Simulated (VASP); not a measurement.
A convergence study with VASP on C (diamond): one setting is varied, all else stays as given below, so the limit is that of these other settings. Each run relaxes cell and ions from the cell shown. The basis is that of the starting cell, so low cut-offs carry a Pulay error.

```
CELL_PARAMETERS angstrom
      0.00000     1.78350     1.78350
      1.78350     0.00000     1.78350
      1.78350     1.78350     0.00000
ATOMIC_POSITIONS crystal
  C  0.00000 0.00000 0.00000
  C  0.25000 0.25000 0.25000
```

Level of theory: LDA (Ceperley-Alder, Perdew-Zunger), VASP's LDA PAW potentials (set 64) (plane waves; VASP 6.6.1). The tightest run used: 800 eV cut-off, 10×10×10 Γ-centred mesh, Gaussian smearing of 0.050 eV, potentials C.

Gaps are read on the run's mesh, which can miss a band edge.

| setting | relaxed volume (Å³/atom) | E (eV/atom) | gap on the mesh (eV) | plane waves |
|---|---|---|---|---|
| ENCUT = 250 | 5.100 | -10.3687 | 4.469 | 113 |
| ENCUT = 300 | 5.320 | -10.2418 | 4.247 | 144 |
| ENCUT = 350 | 5.428 | -10.1576 | 4.243 | 174 |

**Question.** These are the cheaper rows. Estimate the results at ENCUT = 800, and how far the last row shown lies from them.

**Answer.** 
| quantity | tightest run | last row shown is off by |
|---|---|---|
| relaxed volume (Å³/atom) | 5.519 | -0.091 |
| E (eV/atom) | -10.1317 | -0.0259 |
| gap on the mesh (eV) | 4.200 | 0.043 |

Left out are rungs that failed or repeat a setting and relaxations that didn't move; long series are thinned to 24 rows.

The compound is C in the diamond structure.
